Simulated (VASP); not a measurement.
```xyz
3
Lattice="1.5477 -2.6807 0.0000 1.5477 2.6807 0.0000 0.0000 0.0000 3.5264" Properties=species:S:1:pos:R:3 pbc="T T T"
Mg     0.0000     0.0000     3.5264
B      1.5477     0.8936     1.7632
B      1.5477    -0.8936     1.7632
```

All values below come from revPBE GGA, VASP's PBE PAW potentials (set 64) (plane waves; VASP). Run with 520 eV cut-off, Gaussian smearing of 0.050 eV, potentials Mg B.

Task: Give the energies of bands 1 to 7 at the high-symmetry points, in eV from the Fermi level.

Result: 
```csv
band,Γ,M,K,A,L,H
1,-12.35,-8.51,-7.24,-11.10,-7.54,-6.34
2,-2.85,-7.76,-7.24,-7.32,-6.86,-6.34
3,0.41,-2.12,-5.76,0.78,-3.50,-5.09
4,0.41,0.28,1.86,0.78,-1.82,-1.95
5,1.74,3.13,1.86,6.64,-1.22,-1.95
6,6.30,3.87,6.23,6.64,5.65,3.65
7,6.30,5.38,6.23,7.95,8.82,11.65
```

It has no gap at this level: it comes out as a metal or semimetal.

The compound is MgB2 in the AlB2 type structure. It was relaxed first.
